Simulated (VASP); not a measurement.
Given:

```yaml
crystal:
  lattice:
    - [0.00000, 1.78206, 1.78206]
    - [1.78206, 0.00000, 1.78206]
    - [1.78206, 1.78206, 0.00000]
  atoms:
    - { symbol: Cu, position: [0.00000, 0.00000, 0.00000] }
```

The numbers are results of r2SCAN+rVV10, VASP's PBE PAW potentials (set 64) (plane waves; VASP), not measurements. Run with 400 eV cut-off, 20×20×20 Γ-centred mesh, tetrahedra with Blöchl corrections, potentials Cu.

**Question.** Give the energies of bands 1 to 7 at the high-symmetry points, in eV from the Fermi level.

**Answer.** 
```csv
band,Γ,X,U,L,W
1,-10.06,-5.36,-4.73,-5.52,-4.57
2,-3.30,-4.85,-4.47,-3.35,-3.88
3,-3.30,-1.84,-3.04,-3.35,-3.88
4,-3.30,-1.64,-2.29,-1.81,-2.48
5,-2.43,-1.64,-1.85,-1.81,-1.64
6,-2.43,1.50,4.57,-1.23,6.59
7,23.69,7.69,6.10,4.15,6.59
```

It has no gap at this level: it comes out as a metal or semimetal.

The structure comes from a measured Cu entry (Fm-3m) of the Crystallography Open Database, whose conditions weren't checked. It was relaxed first.
